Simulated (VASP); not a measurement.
```yaml
crystal:
  lattice:
    - [1.14500, -1.98320, 0.00000]
    - [1.14500, 1.98320, 0.00000]
    - [0.00000, 0.00000, 3.58000]
  atoms:
    - { symbol: Be, position: [0.33333, 0.66667, 0.25000] }
    - { symbol: Be, position: [0.66667, 0.33333, 0.75000] }
```

These are PBE GGA, VASP's PBE PAW potentials (set 64) (plane waves; VASP 6.6.1) values and carry that method's errors. Settings: 400 eV cut-off, 16×16×9 Γ-centred mesh, first-order Methfessel-Paxton smearing of 0.10 eV, potentials Be.

Task: Estimate the energy per atom (σ→0), pressure, band gap (on the k-mesh) with the smallest direct gap where there is one.

Result: 
```json
{
  "band gap (on the k-mesh)": "none (metal, semimetal or under 0.01 eV)",
  "energy per atom (σ→0)": "-3.766 eV/atom",
  "pressure": "-3.06 GPa"
}
```

The compound is Be in the hcp structure. The cell was not relaxed at this level.
